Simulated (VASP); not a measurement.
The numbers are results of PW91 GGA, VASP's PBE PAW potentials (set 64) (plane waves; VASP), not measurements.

VASP input:

KPOINTS:
```
Automatic mesh
0
Gamma
9 9 9
0 0 0
```

**INCAR**
```
SYSTEM=Li2O
PREC=Accurate; ENCUT=520; LREAL=.FALSE.
LASPH=.TRUE.
EDIFF=1E-7; NELM=100; ALGO=Normal
ISMEAR=-5
GGA=91
ISIF=2
LWAVE=.FALSE.; LCHARG=.TRUE.; LORBIT=11
NEDOS=601
LEFG=.TRUE.
```

POSCAR:
```
Li2O
1
    0.0000000000     2.3100000000     2.3100000000
    2.3100000000     0.0000000000     2.3100000000
    2.3100000000     2.3100000000     0.0000000000
Li O
2 1
Direct
  0.2500000000   0.2500000000   0.2500000000
  0.7500000000   0.7500000000   0.7500000000
  0.0000000000   0.0000000000   0.0000000000
```

POTCAR, in this order: Li_sv O (PBE.64 set). Program: vasp_std.

Question: What will the output report for the number of irreducible k-points (NKPTS), largest plane-wave count, number of space-group operations, FFT grid (NGX, NGY, NGZ)?

Answer: 
```json
{
 "number of irreducible k-points (NKPTS)": "35",
 "largest_plane_wave_count": "680",
 "number_of_space_group_operations": "48",
 "FFT grid (NGX, NGY, NGZ)": "24 × 24 × 24"
}
```

The compound is Li2O in the antifluorite structure. The cell was not relaxed at this level.
